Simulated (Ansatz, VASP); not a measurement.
# MgTi3C3O in two plane-wave programs

Aim: how closely do two programs agree when they are given the same cell, functional and k mesh? The cell is generated by rule, not measured, and may not be a known phase. The cell is taken from a series of runs on this material, whose earlier steps may have relaxed, scaled, displaced or heated it; both programs get it as it stands.

Main program and level: Ansatz 0.2.0; plane waves, with VASP 6.6.1 beside it; relaxation of cell and atoms at PBE.

The structure was built from a prototype and need not be the compound's stable phase.

## 1. The structure

Symmetry: P4/mmm, No. 123, tetragonal system. Conventional cell: a = 3.037 Å, b = 3.037 Å, c = 8.867 Å, α = 90.00°, β = 90.00°, γ = 90.00°. C has 5 Ti at 2.15 to 2.17 Å and 1 Mg at 2.26 Å nearest. C has 6 Ti at 2.15 to 2.16 Å nearest. Nearest to Mg lie 4 O at 2.15 Å and 2 C at 2.26 Å. Nearest to O lie 4 Mg at 2.15 Å and 2 Ti at 2.27 Å. Nearest to Ti lie 5 C at 2.15 to 2.16 Å and 1 O at 2.27 Å. Nearest to Ti lie 6 C at 2.15 to 2.17 Å. Farther neighbours and most contacts between anions are not listed.

Coordinates:

```cif
data_structure
_symmetry_space_group_name_H-M 'P4/mmm'
_symmetry_Int_Tables_number 123
_cell_length_a 3.0368
_cell_length_b 3.0368
_cell_length_c 8.8672
_cell_angle_alpha 90.000
_cell_angle_beta 90.000
_cell_angle_gamma 90.000
_cell_volume 81.78
loop_
_atom_site_label
_atom_site_type_symbol
_atom_site_symmetry_multiplicity
_atom_site_Wyckoff_symbol
_atom_site_fract_x
_atom_site_fract_y
_atom_site_fract_z
_atom_site_occupancy
C1 C 2 g 0.00000 0.00000 0.25505 1
C2 C 1 d 0.50000 0.50000 0.50000 1
Mg1 Mg 1 a 0.00000 0.00000 0.00000 1
O1 O 1 c 0.50000 0.50000 0.00000 1
Ti1 Ti 2 h 0.50000 0.50000 0.25648 1
Ti2 Ti 1 b 0.00000 0.00000 0.50000 1
```

## 2. VASP: relaxation of cell and atoms, PBE

The relaxed volume is the usual yardstick between codes: in a stiff, nearly cubic crystal its relative difference is about their pressure difference at one cell divided by the bulk modulus.

Lines of VASP's logs that name or quote its potential files are left out, and so is its time.

Input file INCAR:

```
SYSTEM = MgTi3C3O
PREC = Accurate
ENCUT = 600
EDIFF = 1E-07
NELM = 120
ISMEAR = 1
SIGMA = 0.15
LREAL = .FALSE.
ALGO = Normal
GGA = PE
NBANDS = 36
LASPH = .TRUE.
LORBIT = 11
LWAVE = .FALSE.
LCHARG = .FALSE.
ISIF = 3
IBRION = 2
NSW = 80
EDIFFG = -0.005
GGA_COMPAT = .FALSE.
NELMIN = 4
KPAR = 2
```

Input file POSCAR:

```
MgTi3C3O
1.0
    2.1473550000      2.1473550000      0.0000000000
   -2.1473550000      2.1473550000      0.0000000000
    0.0000000000      0.0000000000      8.8671660000
C Mg O Ti
3 1 1 3
Direct
    0.0000000000      0.0000000000      0.2550485691
    0.5000000000      0.5000000000      0.5000000000
    0.0000000000      0.0000000000      0.7449514309
    0.0000000000      0.0000000000      0.0000000000
    0.5000000000      0.5000000000      0.0000000000
    0.5000000000      0.5000000000      0.2564785637
    0.0000000000      0.0000000000      0.5000000000
    0.5000000000      0.5000000000      0.7435214363
```

Input file KPOINTS:

```
Automatic mesh
0
Gamma
12 12 4
0 0 0
```

PAW data sets: C, Mg, O and Ti_sv (PBE family, release 64).

The run is started by

```console
mpirun -np 2 vasp_std
```

Numbers of over 12 decimals in the logs are rounded to 6 here.

The program printed:

```text
[banner, memory and clock lines left out]
running    2 mpi-ranks, on    1 nodes
 distrk:  each k-point on    1 cores,    2 groups
 distr:  one band on    1 cores,    1 groups

 POSCAR found type information on POSCAR C MgO Ti
 POSCAR found :  4 types and       8 ions
 LDA part: xc-table for (Slater+PW92), standard interpolation
 POSCAR, INCAR and KPOINTS ok, starting setup
 FFT: planning ... GRIDC
 FFT: planning ... GRID_SOFT
 FFT: planning ... GRID
 WAVECAR not read
 entering main loop
       N       E                     dE             d eps       ncg     rms          rms(c)
DAV:   1     0.765211481773E+03    0.76521E+03   -0.30376E+04  6288   0.202E+03
DAV:   2     0.446244971876E+02   -0.72059E+03   -0.70166E+03  6056   0.581E+02
DAV:   3    -0.755339750485E+02   -0.12016E+03   -0.11725E+03  9084   0.195E+02
DAV:   4    -0.858773113871E+02   -0.10343E+02   -0.10316E+02  9144   0.561E+01
DAV:   5    -0.863470113025E+02   -0.46970E+00   -0.46952E+00  9084   0.104E+01    0.323E+01
DAV:   6    -0.688189174648E+02    0.17528E+02   -0.17632E+02  8708   0.795E+01    0.124E+01
DAV:   7    -0.671284409850E+02    0.16905E+01   -0.27858E+01  8540   0.336E+01    0.768E+00
DAV:   8    -0.669902546473E+02    0.13819E+00   -0.20205E+00  8472   0.121E+01    0.267E+00
DAV:   9    -0.670116217014E+02   -0.21367E-01   -0.60788E-01  9144   0.667E+00    0.152E+00
DAV:  10    -0.669906031046E+02    0.21019E-01   -0.17564E-01  8716   0.420E+00    0.743E-01
DAV:  11    -0.669931401928E+02   -0.25371E-02   -0.42930E-02  8196   0.180E+00    0.250E-01
DAV:  12    -0.669928047949E+02    0.33540E-03   -0.43985E-03  8152   0.600E-01    0.121E-01
DAV:  13    -0.669926336861E+02    0.17111E-03   -0.15409E-03  8368   0.264E-01    0.349E-02
DAV:  14    -0.669926365125E+02   -0.28263E-05   -0.20753E-04  8676   0.115E-01    0.192E-02
DAV:  15    -0.669926325850E+02    0.39274E-05   -0.34029E-05  8164   0.444E-02    0.572E-03
DAV:  16    -0.669926337788E+02   -0.11938E-05   -0.50921E-06  7736   0.138E-02    0.347E-03
DAV:  17    -0.669926335218E+02    0.25706E-06   -0.70487E-07  6480   0.568E-03    0.116E-03
DAV:  18    -0.669926335111E+02    0.10657E-07   -0.20185E-07  5116   0.245E-03
   1 F= -.66992634E+02 E0= -.66992854E+02  d E =-.669926E+02
[...]
2 F= -.66992793E+02 E0= -.66993013E+02  d E =-.159563E-03
[...]
3 F= -.66992793E+02 E0= -.66993013E+02  d E =-.159731E-03
[...]
4 F= -.66992817E+02 E0= -.66993037E+02  d E =-.237610E-04
[...]
5 F= -.66992818E+02 E0= -.66993038E+02  d E =-.249713E-04
[...]
6 F= -.66992818E+02 E0= -.66993038E+02  d E =-.249789E-04
 curvature:  -0.46 expect dE=-0.729E-05 dE for cont linesearch -0.213E-07
 trial: gam= 0.21748 g(F)=  0.112E-04 g(S)=  0.458E-05 ort = 0.184E-05 (trialstep = 0.963E+00)
 search vector abs. value=  0.201E-04
 bond charge predicted
       N       E                     dE             d eps       ncg     rms          rms(c)
DAV:   1    -0.669928280609E+02   -0.98677E-05   -0.24165E-03  6332   0.503E-01    0.279E-02
DAV:   2    -0.669928305791E+02   -0.25182E-05   -0.23053E-04  6752   0.113E-01    0.133E-02
DAV:   3    -0.669928283532E+02    0.22259E-05   -0.18316E-05  8416   0.355E-02    0.560E-03
DAV:   4    -0.669928282911E+02    0.62159E-07   -0.54300E-06 10360   0.170E-02    0.291E-03
DAV:   5    -0.669928285264E+02   -0.23530E-06   -0.10888E-06  8232   0.960E-03    0.211E-03
DAV:   6    -0.669928286492E+02   -0.12278E-06   -0.67972E-08  3640   0.324E-03    0.147E-03
DAV:   7    -0.669928289710E+02   -0.32185E-06   -0.13679E-07  3868   0.227E-03    0.391E-04
DAV:   8    -0.669928290557E+02   -0.84723E-07   -0.60267E-08  3196   0.167E-03
   7 F= -.66992829E+02 E0= -.66993049E+02  d E =-.108344E-04
 trial-energy change:   -0.000011  1 .order   -0.000011   -0.000016   -0.000006
 step:   1.6132(harm=  1.6132)  dis= 0.00097  next Energy=   -66.992831 (dE=-0.131E-04)
 reached required accuracy - stopping structural energy minimisation
```

Parts of OUTCAR (step 2):

```text
ion  position               nearest neighbor table
   1  0.000  0.000  0.255-   6 2.15   6 2.15   6 2.15   6 2.15   7 2.17   4 2.26
   2  0.500  0.500  0.500-   7 2.15   7 2.15   7 2.15   7 2.15   8 2.16   6 2.16
   3  0.000  0.000  0.745-   8 2.15   8 2.15   8 2.15   8 2.15   7 2.17   4 2.26
   4  0.000  0.000  0.000-   5 2.15   5 2.15   5 2.15   5 2.15   1 2.26   3 2.26   6 3.13   8 3.13
                             8 3.13   6 3.13   8 3.13   6 3.13   6 3.13   8 3.13
   5  0.500  0.500  0.000-   4 2.15   4 2.15   4 2.15   4 2.15   8 2.27   6 2.27
   6  0.500  0.500  0.256-   1 2.15   1 2.15   1 2.15   1 2.15   2 2.16   5 2.27   4 3.13   4 3.13
                             4 3.13   4 3.13
   7  0.000  0.000  0.500-   2 2.15   2 2.15   2 2.15   2 2.15   3 2.17   1 2.17
   8  0.500  0.500  0.744-   3 2.15   3 2.15   3 2.15   3 2.15   2 2.16   5 2.27   4 3.13   4 3.13
                             4 3.13   4 3.13

  LATTYP: Found a simple tetragonal cell.
 ALAT       =     3.0368185642
 C/A-ratio  =     2.9198866552

 Subroutine GETGRP returns: Found 16 space group operations
 (whereof 16 operations were pure point group operations)

The static configuration has the point symmetry D_4h.

 Found     84 irreducible k-points:

   k-points           NKPTS =     84   k-points in BZ     NKDIM =     84   number of bands    NBANDS=     36

   dimension x,y,z NGX =    24 NGY =   24 NGZ =   72
   dimension x,y,z NGXF=    48 NGYF=   48 NGZF=  144

   ENCUT  =  600.0 eV  44.10 Ry    6.64 a.u.   6.07  6.07 17.71*2*pi/ulx,y,z

   NELECT =      56.0000    total number of electrons

 k-points in reciprocal lattice and weights: Automatic mesh
   0.00000000  0.00000000  0.00000000       0.002
   0.08333333  0.00000000  0.00000000       0.007
   0.16666667  0.00000000  0.00000000       0.007
   0.25000000  0.00000000  0.00000000       0.007
   0.33333333  0.00000000  0.00000000       0.007
   0.41666667  0.00000000  0.00000000       0.007
   0.50000000  0.00000000  0.00000000       0.003
   0.08333333  0.08333333  0.00000000       0.007
   0.16666667  0.08333333  0.00000000       0.014
[...]
0.50000000  0.41666667  0.50000000       0.007
   0.50000000  0.50000000  0.50000000       0.002

 average (electrostatic) potential at core
       1 -45.4067       2 -45.5031       3 -45.4067       4 -32.3153       5 -67.1208
       6 -72.5505       7 -72.3961       8 -72.5505

 E-fermi :   8.0962

 k-point     1 :       0.0000    0.0000    0.0000
  band No.  band energies     occupation
    ...
     21       5.0047      2.00000
     22       6.8037      2.00000
     23       7.5903      2.00002
     24       8.0861      1.11301
     25       8.0861      1.11301
     26       8.2611     -0.06524
     27       8.2611     -0.06524
     28       8.4155     -0.01032
     29       8.5559     -0.00013
     30       9.5024     -0.00000
    ...

 k-point     2 :       0.0833    0.0000    0.0000
  band No.  band energies     occupation
    ...
     23       7.1280      2.00000
     24       7.7319      2.00317
     25       7.9228      2.06930
     26       7.9516      2.04188
     27       8.1284      0.64549
     28       8.5143     -0.00058
     29       8.6435     -0.00000
     30       8.7607     -0.00000
     31       9.4201     -0.00000
     32       9.5630     -0.00000
    ...

 k-point     3 :       0.1667    0.0000    0.0000
  band No.  band energies     occupation
    ...
     24       7.0421      2.00000
     25       7.1633      2.00000
     26       7.2158      2.00000
     27       7.5571      2.00000
     28       7.6558      2.00027
     29       9.0509     -0.00000
     30       9.3036     -0.00000
     31       9.5567     -0.00000
     32       9.6131     -0.00000
     33      10.4151     -0.00000
    ...

  Total       -0.0070457     -0.0070457      0.0025229      0.0000000     -0.0000000     -0.0000000
  in kB       -0.1381447     -0.1381447      0.0494661      0.0000000     -0.0000000     -0.0000000
  external PRESSURE =      -0.0756077 kB  Pullay stress =       0.0000000 kB

  energy-cutoff  :      600.00
  volume of cell :       81.71
      direct lattice vectors                 reciprocal lattice vectors
     2.147978170  2.147978170 -0.000000000     0.232777040  0.232777040 -0.000000000
    -2.147978170  2.147978170 -0.000000000    -0.232777040  0.232777040 -0.000000000
     0.000000000  0.000000000  8.855408127    -0.000000000  0.000000000  0.112925343

 POSITION                                       TOTAL-FORCE (eV/Angst)
 -----------------------------------------------------------------------------------
      0.00000      0.00000      2.25851        -0.000000     -0.000000     -0.003155
      0.00000      2.14798      4.42770         0.000000      0.000000      0.000000
      2.14798      2.14798      6.59689         0.000000      0.000000      0.003155
     -2.14798      2.14798      8.85541         0.000000      0.000000      0.000000
      0.00000      2.14798      8.85541         0.000000      0.000000      0.000000
      0.00000      2.14798      2.26887        -0.000000     -0.000000     -0.004135
     -2.14798      2.14798      4.42770         0.000000      0.000000      0.000000
      0.00000      2.14798      6.58654         0.000000      0.000000      0.004135
 -----------------------------------------------------------------------------------
    total drift:                                0.000000     -0.000000     -0.000000

  FREE ENERGIE OF THE ION-ELECTRON SYSTEM (eV)
  ---------------------------------------------------
  free  energy   TOTEN  =       -66.9928290557 eV

  energy  without entropy=      -66.9934894141  energy(sigma->0) =      -66.99304918

 reached required accuracy - stopping structural energy minimisation

 total charge
# of ion       s       p       d       tot
------------------------------------------
    1        0.892   1.508   0.000   2.401
    2        0.894   1.528   0.000   2.422
    3        0.892   1.508   0.000   2.401
    4        0.145   0.169   0.073   0.386
    5        1.546   3.491   0.000   5.037
    6        2.197   6.237   1.915  10.349
    7        2.204   6.259   1.952  10.416
    8        2.197   6.237   1.915  10.349
--------------------------------------------------
tot         10.967  26.938   5.856  43.761

[... 3 further parts left out ...]
```

CONTCAR:

```
MgTi3C3O
   1.00000000000000
     2.1479781695328484    2.1479781695328484   -0.0000000000000000
    -2.1479781695328484    2.1479781695328484   -0.0000000000000000
     0.0000000000000000    0.0000000000000000    8.8554081268971707
  C               Mg              O               Ti
     3     1     1     3
Direct
     0.0000000000000000    0.0000000000000000    0.2550434052606508
     0.5000000000000000    0.5000000000000000    0.5000000000000000
     1.0000000000000000    0.0000000000000000    0.7449565947393493
     0.0000000000000000    1.0000000000000000    1.0000000000000000
     0.5000000000000000    0.5000000000000000    1.0000000000000000
     0.5000000000000000    0.5000000000000000    0.2562128653174311
     0.0000000000000000    1.0000000000000000    0.5000000000000000
     0.5000000000000000    0.5000000000000000    0.7437871346825691
```

This run has no spin polarisation, so a moment on Ti, if there is one, isn't seen. The run keeps the 16 symmetry operations of its start, so it cannot find a distortion of lower symmetry.

(Continued in part 2 of 2.)

[Lines on the potential files, build, host, timing and source positions are cut from VASP's logs without a mark.]

[Logs are printed without paths, hosts, clocks, repeated set-up lines and the standing remarks that a program may print on its own settings, such as how far it seeks lower states.]

[Hosts, paths, dates, database ids (printed as entryN), source tags and the programs' standing remarks are cut or masked in the printed files.]
